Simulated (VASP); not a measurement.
Computed with HSEsol screened hybrid, VASP's PBE PAW potentials (set 64) (plane waves; VASP).

VASP ran on this input.

File POSCAR:
```
MgS
1
    0.0000000000     2.6372411911     2.6372411911
    2.6372411911     0.0000000000     2.6372411911
    2.6372411911     2.6372411911     0.0000000000
Mg S
1 1
Direct
  0.0000000000   0.0000000000   0.0000000000
  0.5000000000   0.5000000000   0.5000000000
```

### KPOINTS
```
kpoints
0
G
  6 6 6
0 0 0
```

INCAR:
```
SYSTEM = MgS
PREC = Accurate; ENCUT = 520; LREAL = .False.
LASPH = .True.; ISYM = 3
EDIFF = 1E-6; NELM = 60; ALGO = Normal
ISMEAR = 0; SIGMA = 0.05
GGA = PS; LHFCALC = .True.; AEXX = 0.25
HFSCREEN = 0.2; PRECFOCK = Fast
ISIF = 2
LWAVE = .False.; LCHARG = .False.
```

POTCAR, in this order: Mg S (PBE.64 set). Program: vasp_std. Read from the step before: WAVECAR.

The resulting files:

File OUTCAR:
```
 ion  position               nearest neighbor table
   1  0.000  0.000  0.000-   2 2.64   2 2.64   2 2.64   2 2.64   2 2.64   2 2.64
   2  0.500  0.500  0.500-   1 2.64   1 2.64   1 2.64   1 2.64   1 2.64   1 2.64
  LATTYP: Found a face centered cubic cell.
 ALAT       =     5.2744823822
 Subroutine PRICEL returns:
 Original cell was already a primitive cell.
 Subroutine GETGRP returns: Found 48 space group operations
The static configuration has the point symmetry O_h .
The dynamic configuration has the point symmetry O_h .
 Subroutine INISYM returns: Found 48 space group operations
 Subroutine IBZKPT returns following result:
 Found     16 irreducible k-points:

 Following reciprocal coordinates:
            Coordinates               Weight
  0.000000  0.000000  0.000000      1.000000
  0.166667  0.000000  0.000000      8.000000
  0.333333  0.000000  0.000000      8.000000
  0.500000  0.000000  0.000000      4.000000
  0.166667  0.166667  0.000000      6.000000
  0.333333  0.166667  0.000000     24.000000
  0.500000  0.166667  0.000000     24.000000
 -0.333333  0.166667  0.000000     24.000000
 -0.166667  0.166667  0.000000     12.000000
  0.333333  0.333333  0.000000      6.000000
  0.500000  0.333333  0.000000     24.000000
 -0.333333  0.333333  0.000000     12.000000
  0.500000  0.500000  0.000000      3.000000
  0.500000  0.333333  0.166667     24.000000
 -0.333333  0.333333  0.166667     24.000000
 -0.333333  0.500000  0.166667     12.000000
 Subroutine IBZKPT_HF returns following result:
   k-points           NKPTS =     16   k-points in BZ     NKDIM =    216   number of bands    NBANDS=      8
   number of dos      NEDOS =    301   number of ions     NIONS =      2
   total plane-waves  NPLWV =  21952
   dimension x,y,z NGX =    28 NGY =   28 NGZ =   28
   dimension x,y,z NGXF=    56 NGYF=   56 NGZF=   56
   ions per type =               1   1
   PREC   = accura    normal or accurate (medium, high low for compatibility)
...
```

File OSZICAR:
```
       N       E                     dE             d eps       ncg     rms          rms(c)
DAV:   1    -0.102735458242E+02   -0.10274E+02   -0.20110E-01   256   0.280E+00    0.374E-01
DAV:   2    -0.102744491731E+02   -0.90335E-03   -0.29185E-03   344   0.427E-01    0.230E-01
DAV:   3    -0.102742321693E+02    0.21700E-03   -0.35028E-04   288   0.119E-01    0.944E-02
DAV:   4    -0.102741710079E+02    0.61161E-04   -0.59337E-05   304   0.541E-02    0.396E-02
DAV:   5    -0.102741460757E+02    0.24932E-04   -0.87996E-06   320   0.238E-02    0.247E-02
DAV:   6    -0.102741361199E+02    0.99558E-05   -0.33725E-06   320   0.131E-02    0.171E-02
DAV:   7    -0.102741323127E+02    0.38073E-05   -0.14013E-06   280   0.824E-03    0.122E-02
DAV:   8    -0.102741308267E+02    0.14860E-05   -0.46608E-07   152   0.494E-03    0.858E-03
DAV:   9    -0.102741302264E+02    0.60030E-06   -0.18138E-07   136   0.346E-03
   1 F= -.10274130E+02 E0= -.10274130E+02  d E =-.618182E-14
```

File OUTCAR:
```
------------------------ aborting loop because EDIFF is reached ----------------------------------------
  FORCE on cell =-STRESS in cart. coord.  units (eV):
  Direction    XX          YY          ZZ          XY          YZ          ZX
  --------------------------------------------------------------------------------------
  Total       -1.1121963     -1.1121963     -1.1121963      0.0000000      0.0000000     -0.0000000
  in kB      -48.5749624    -48.5749624    -48.5749624      0.0000000      0.0000000     -0.0000000
  external PRESSURE =     -48.5749624 kB  Pullay stress =       0.0000000 kB
  volume of cell :       36.68
      direct lattice vectors                 reciprocal lattice vectors
     0.000000000  2.637241191  2.637241191    -0.189592064  0.189592064  0.189592064
     2.637241191  0.000000000  2.637241191     0.189592064 -0.189592064  0.189592064
     2.637241191  2.637241191  0.000000000     0.189592064  0.189592064 -0.189592064
 POSITION                                       TOTAL-FORCE (eV/Angst)
 -----------------------------------------------------------------------------------
      0.00000      0.00000      0.00000         0.000000     -0.000000      0.000000
      2.63724      2.63724      2.63724        -0.000000      0.000000     -0.000000
 -----------------------------------------------------------------------------------
    total drift:                               -0.000032     -0.000043     -0.000043
  FREE ENERGIE OF THE ION-ELECTRON SYSTEM (eV)
  ---------------------------------------------------
  free  energy   TOTEN  =       -10.2741302264 eV

  energy  without entropy=      -10.2741302264  energy(sigma->0) =      -10.27413023

  exchange ACFDT corr.  =         0.00000000  see jH, gK, PRB 81, 115126
```
(Selected blocks of OUTCAR.)

The compound is MgS in the rock salt structure. This cell is one point of a volume scan, at 1.03 of the reference volume. The cell's shape comes from a PBE relaxation.
